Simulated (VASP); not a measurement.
Output of a VASP run:

File OSZICAR:
```
       N       E                     dE             d eps       ncg     rms          rms(c)
DAV:   1     0.970418627830E+02    0.97042E+02   -0.99733E+03  4986   0.114E+03
DAV:   2    -0.219674968694E+02   -0.11901E+03   -0.11748E+03  6157   0.297E+02
DAV:   3    -0.241579408949E+02   -0.21904E+01   -0.21400E+01  6612   0.369E+01
DAV:   4    -0.241674944098E+02   -0.95535E-02   -0.95529E-02  5660   0.288E+00
DAV:   5    -0.241675804773E+02   -0.86068E-04   -0.86062E-04  6584   0.241E-01    0.213E+01
RMM:   6    -0.233416615763E+02    0.82592E+00   -0.47919E+00  5100   0.149E+01    0.530E+00
RMM:   7    -0.232691269490E+02    0.72535E-01   -0.38900E-01  5558   0.423E+00    0.326E+00
RMM:   8    -0.232560743140E+02    0.13053E-01   -0.97022E-02  5795   0.175E+00    0.374E-01
RMM:   9    -0.232575069456E+02   -0.14326E-02   -0.40034E-02  5868   0.987E-01    0.328E-01
RMM:  10    -0.232561065258E+02    0.14004E-02   -0.69829E-03  5468   0.640E-01    0.151E-01
RMM:  11    -0.232562271210E+02   -0.12060E-03   -0.11961E-03  6057   0.211E-01    0.564E-02
RMM:  12    -0.232561989391E+02    0.28182E-04   -0.29174E-04  5798   0.999E-02    0.212E-02
RMM:  13    -0.232562017583E+02   -0.28192E-05   -0.57708E-05  5806   0.487E-02    0.140E-02
RMM:  14    -0.232562031522E+02   -0.13939E-05   -0.12349E-05  5271   0.205E-02    0.115E-02
RMM:  15    -0.232562030773E+02    0.74829E-07   -0.24114E-06  4184   0.101E-02
   1 F= -.23256203E+02 E0= -.23256046E+02  d E =-.470412E-03
```

OUTCAR:
```
------------------------ aborting loop because EDIFF is reached ----------------------------------------
  FORCE on cell =-STRESS in cart. coord.  units (eV):
  Direction    XX          YY          ZZ          XY          YZ          ZX
  --------------------------------------------------------------------------------------
  Total        0.2760672      0.2760672      0.4175562      0.0000000     -0.0000000      0.0000000
  in kB       10.9364339     10.9364339     16.5415340      0.0000000     -0.0000000      0.0000000
  external PRESSURE =      12.8048006 kB  Pullay stress =       0.0000000 kB
  volume of cell :       40.44
      direct lattice vectors                 reciprocal lattice vectors
    -1.605000000  1.605000000  3.925000000     0.000000000  0.311526480  0.127388535
     1.605000000 -1.605000000  3.925000000     0.311526480  0.000000000  0.127388535
     1.605000000  1.605000000 -3.925000000     0.311526480  0.311526480  0.000000000
 POSITION                                       TOTAL-FORCE (eV/Angst)
 -----------------------------------------------------------------------------------
      0.00000      0.00000      5.22025         0.000000      0.000000      0.013214
      0.00000      0.00000      2.62975        -0.000000     -0.000000     -0.013214
      0.00000      0.00000      0.00000        -0.000000     -0.000000      0.000000
 -----------------------------------------------------------------------------------
    total drift:                                0.000000      0.000000     -0.000000
  FREE ENERGIE OF THE ION-ELECTRON SYSTEM (eV)
  ---------------------------------------------------
  free  energy   TOTEN  =       -23.2562030773 eV

  energy  without entropy=      -23.2557326654  energy(sigma->0) =      -23.25604627
```
(Selected blocks of OUTCAR.)

**POSCAR**
```
MoSi2
1
   -1.6050000000     1.6050000000     3.9250000000
    1.6050000000    -1.6050000000     3.9250000000
    1.6050000000     1.6050000000    -3.9250000000
Si Mo
2 1
Direct
  0.6650000000   0.6650000000   0.0000000000
  0.3350000000   0.3350000000   0.0000000000
  0.0000000000   0.0000000000   0.0000000000
```

Write an INCAR and KPOINTS that could have produced this output.

Several could match; the one computed here: the input of the run itself, PBE GGA, plane waves, VASP's PBE PAW potentials (set 64).

**KPOINTS**
```
Automatic mesh
0
Gamma
12 12 12
0 0 0
```

### INCAR
```
ALGO  =  Fast
EDIFF  =  1E-6
ENCUT  =  400
GGA  =  PE
ISIF  =  2
ISMEAR  =  1
LASPH  =  T
LCHARG  =  F
LMAXMIX  =  4
LREAL  =  F
LWAVE  =  F
NELM  =  100
PREC  =  Accurate
SIGMA  =  0.1
SYSTEM  =  MoSi2
```

POTCAR, in this order: Si Mo_sv (PBE.64 set). Program: vasp_std.

The compound is MoSi2 in the MoSi2 type structure. The cell was not relaxed at this level. The run is one of a series of settings (ALGO = Fast against the base run), some of them coarse on purpose.
